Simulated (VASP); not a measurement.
Data:

```xyz
3
Lattice="4.3016 0.0000 0.0000 -2.1508 3.7253 0.0000 0.0000 0.0000 2.5663" Properties=species:S:1:pos:R:3 pbc="T T T"
Mo     0.0000     0.0000     2.5663
Si     0.0000     2.4835     1.2832
Si     2.1508     1.2418     1.2832
```

Calculation: r2SCAN meta-GGA, VASP's PBE PAW potentials (set 64) (plane waves; VASP). Numerical set-up: 400 eV cut-off, 9×9×13 Γ-centred mesh, tetrahedra with Blöchl corrections, potentials Mo_sv Si.

Estimate the energy per atom (σ→0), band gap (over mesh and band path) with the smallest direct gap where there is one.

| Item | Value |
|---|---|
| band gap (over mesh and band path) | none (metal, semimetal or under 0.01 eV) |
| energy per atom (σ→0) | -14.303 eV/atom |

The absolute energy has meaning only against runs of the same code, potentials and settings.

The structure was generated: Si2Mo was put into the AlB2 type (P6/mmm), which need not be its known phase. It was relaxed first, which changed the volume by -42 %.
